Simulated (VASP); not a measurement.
Wanted: the native input for a VASP 6.6.1 run.

| Quantity | Value |
| --- | --- |
| Task | relaxation of cell and atoms |
| Functional | PBE |
| Potentials or basis | VASP PAW PBE potentials, release 64 (Mg, C) |
| Cutoff | 600 eV |
| k mesh | 15 × 15 × 10 |
| Occupations | gaussian, width 0.02 eV |
| Spin | no spin polarisation |
| Dipole correction | no |
| Further INCAR settings | ALGO = Normal; EDIFF = 1e-06; IBRION = 2; EDIFFG = -0.01; NSW = 100; ISIF = 3 |

The structure of MgC2 lies in POSCAR:

```
MgC2
1.0
    2.6542999236      0.0000000000      0.0000000000
   -1.3271499618      2.2986911631      0.0000000000
    0.0000000000      0.0000000000      4.1049381259
Mg C
1 2
Direct
    0.0000000000      0.0000000000      0.0000000000
    0.6666666667      0.3333333333      0.5617701062
    0.3333333333      0.6666666667      0.4382298938
```

The cell was built by a generator and needn't be a form met in nature.

The cell isn't the ideal one: species swapped into the LuCd2 type (P-3m1, No. 164).

These files were run (other wordings do the same):

INCAR

```
ALGO = Normal
EDIFF = 1E-6
EDIFFG = -0.01
ENCUT = 600
GGA = PE
IBRION = 2
ISIF = 3
ISMEAR = 0
LASPH = True
LCHARG = False
LREAL = False
LWAVE = False
NELM = 100
NSW = 100
PREC = Accurate
SIGMA = 0.02
```

KPOINTS

```
k-points
0
Gamma
  15 15 10
```

Potentials or basis: VASP PAW PBE potentials, release 64 (Mg, C).

Run with:

```console
$ cat potpaw_PBE.64/Mg/POTCAR potpaw_PBE.64/C/POTCAR > POTCAR
$ mpirun -np 1 vasp_std > vasp.out
```

Results of the run:

The relaxed volume is 8.39 Å³/atom, the relaxed cell is a = 2.648 Å, b = 2.648 Å, c = 4.144 Å, α = 90.00°, β = 90.00°, γ = 120.00° and the space group after relaxing (to 0.05 Å) is P-3m1 (No. 164). The energy gained by relaxing is 0.8 meV/atom and the ionic steps are 7. The pressure after relaxing is 0.0 GPa. The band gap on the k mesh is 0.15 eV, indirect (least direct gap 0.29 eV).

Caveat: an odd mesh through Γ misses points on the zone boundary, where band edges often lie.

Wall time 78 s on 1 thread of Intel(R) Xeon(R) 6975P-C (Granite Rapids), with other jobs on the host, peak memory 0.22 GiB.
